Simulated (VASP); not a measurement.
All values below come from vdW-DF2, VASP's PBE PAW potentials (set 64) (plane waves; VASP).

Input for VASP

INCAR:
```
SYSTEM = V
PREC = Accurate
ENCUT = 520
EDIFF = 1E-7
NELM = 100
ALGO = Normal
LREAL = .FALSE.
LASPH = .TRUE.
ISMEAR = 1
SIGMA = 0.1
GGA = ML
ZAB_VDW = -1.8867
LUSE_VDW = .TRUE.
AGGAC = 0.0
LMAXMIX = 4
LWAVE = .FALSE.
LCHARG = .FALSE.
ISIF = 2
```

**POSCAR**
```
V
1
   -1.5499359868     1.5499359868     1.5499359868
    1.5499359868    -1.5499359868     1.5499359868
    1.5499359868     1.5499359868    -1.5499359868
V
1
Direct
  0.0000000000   0.0000000000   0.0000000000
```

### KPOINTS
```
Automatic
0
G
17 17 17
0 0 0
```

POTCAR, in this order: V_sv (PBE.64 set). Program: vasp_std.

What VASP printed:

### OSZICAR
```
       N       E                     dE             d eps       ncg     rms          rms(c)
DAV:   1     0.907001597629E+02    0.90700E+02   -0.73224E+03  3300   0.141E+03
DAV:   2    -0.469536708647E+01   -0.95396E+02   -0.93556E+02  3368   0.365E+02
DAV:   3    -0.623633871125E+01   -0.15410E+01   -0.14841E+01  3546   0.539E+01
DAV:   4    -0.624859712529E+01   -0.12258E-01   -0.12254E-01  3334   0.473E+00
DAV:   5    -0.624871056816E+01   -0.11344E-03   -0.11344E-03  3470   0.494E-01    0.148E+01
DAV:   6    -0.512565598214E+01    0.11231E+01   -0.53096E+00  3316   0.331E+01    0.129E+00
DAV:   7    -0.511327839564E+01    0.12378E-01   -0.47245E-02  3306   0.393E+00    0.863E-01
DAV:   8    -0.510953799509E+01    0.37404E-02   -0.11111E-02  3308   0.171E+00    0.122E-01
DAV:   9    -0.510971097101E+01   -0.17298E-03   -0.34829E-04  3362   0.258E-01    0.385E-02
DAV:  10    -0.510970731038E+01    0.36606E-05   -0.89710E-05  3304   0.142E-01    0.509E-03
DAV:  11    -0.510971441051E+01   -0.71001E-05   -0.47746E-07  3374   0.116E-02    0.202E-03
DAV:  12    -0.510971673917E+01   -0.23287E-05   -0.65813E-08  1690   0.380E-03    0.236E-04
DAV:  13    -0.510971707407E+01   -0.33490E-06   -0.47300E-09  1650   0.119E-03    0.807E-05
DAV:  14    -0.510971703485E+01    0.39223E-07   -0.67553E-10  1650   0.477E-04
   1 F= -.51097170E+01 E0= -.51094116E+01  d E =-.916417E-03
```

OUTCAR:
```
------------------------ aborting loop because EDIFF is reached ----------------------------------------
  FORCE on cell =-STRESS in cart. coord.  units (eV):
  Direction    XX          YY          ZZ          XY          YZ          ZX
  --------------------------------------------------------------------------------------
  Total       -0.7873853     -0.7873853     -0.7873853     -0.0000000      0.0000000     -0.0000000
  in kB      -84.7025721    -84.7025721    -84.7025721     -0.0000000      0.0000000     -0.0000000
  external PRESSURE =     -84.7025721 kB  Pullay stress =       0.0000000 kB
  volume of cell :       14.89
      direct lattice vectors                 reciprocal lattice vectors
    -1.549935987  1.549935987  1.549935987     0.000000000  0.322593968  0.322593968
     1.549935987 -1.549935987  1.549935987     0.322593968  0.000000000  0.322593968
     1.549935987  1.549935987 -1.549935987     0.322593968  0.322593968  0.000000000
 POSITION                                       TOTAL-FORCE (eV/Angst)
 -----------------------------------------------------------------------------------
      0.00000      0.00000      0.00000        -0.000000     -0.000000     -0.000000
 -----------------------------------------------------------------------------------
    total drift:                                0.000000     -0.000000      0.000000
  FREE ENERGIE OF THE ION-ELECTRON SYSTEM (eV)
  ---------------------------------------------------
  free  energy   TOTEN  =        -5.1097170349 eV

  energy  without entropy=       -5.1088006177  energy(sigma->0) =       -5.10941156
```
(Selected blocks of OUTCAR.)

The compound is V in the bcc structure. This cell is one point of a volume scan, at 1.06 of the reference volume. The run is not spin-polarised, so no magnetic state was tried.
